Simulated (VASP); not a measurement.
Here is a VASP 6.6.1 calculation.

The input INCAR:

```
SYSTEM = SF4
PREC = Accurate
ENCUT = 520
EDIFF = 1E-7
ISMEAR = 0
SIGMA = 0.01
LREAL = .False.
LASPH = .True.
NELM = 100
ALGO = Normal
ISIF = 2
LWAVE = .False.
LCHARG = .False.
GGA = PE
IVDW = 2
LORBIT = 10
```

Contents of KPOINTS:

```
regular mesh
0
Gamma
  1 1 1
  0 0 0
```

The input POSCAR:

```
SF4
1.0
   12.0000000000      0.0000000000      0.0000000000
    0.0000000000     11.0000000000      0.0000000000
    0.0000000000      0.0000000000     12.0000000000
F S
4 1
Direct
    0.4502916700      0.4510636400      0.5874583300
    0.6251166700      0.4297909100      0.5306750000
    0.3770500000      0.4647636400      0.4182083300
    0.5304416700      0.5740272700      0.4428000000
    0.5023916700      0.4393000000      0.4694750000
```

Potentials or basis: VASP PAW PBE potentials, release 64 (F, S).

Launch:

```console
$ cat potpaw_PBE.64/F/POTCAR potpaw_PBE.64/S/POTCAR > POTCAR
$ mpirun -np 1 vasp_gam > vasp.out
```

Q: What does it give for the Hirshfeld charges?

A: F -0.06, -0.18; S +0.48 e.

Q: Estimate the dispersion energy per atom.

A: -0.001 eV.

Q: Predict the largest force.

A: 1.328 eV/Å.

Forces on the atoms (eV/Å):
```
F   -0.489  0.061  1.096
F    0.946 -0.176  0.387
F   -0.926  0.064 -0.462
F    0.276  1.139 -0.285
S    0.193 -1.088 -0.737
```
